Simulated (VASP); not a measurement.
```
TiB2
1.0
    1.50902    -2.61370     0.00000
    1.50902     2.61370     0.00000
    0.00000     0.00000     3.18648
Ti B
1 2
Direct
  0.00000   0.00000   0.00000
  0.33333   0.66667   0.50000
  0.66667   0.33333   0.50000
```

All values below come from PBEsol GGA, VASP's PBE PAW potentials (set 64) (plane waves; VASP). Numerical set-up: 620 eV cut-off, 12×12×10 Γ-centred mesh, first-order Methfessel-Paxton smearing of 0.10 eV, potentials Ti_sv B.

Predict the energy per atom (σ→0), band gap (on the k-mesh) with the smallest direct gap where there is one.

The band gap (on the k-mesh) comes out as none (metal, semimetal or under 0.01 eV) and the energy per atom (σ→0) is -829.6 kJ/mol of atoms.

The compound is TiB2 in the AlB2 type structure. It was relaxed first.
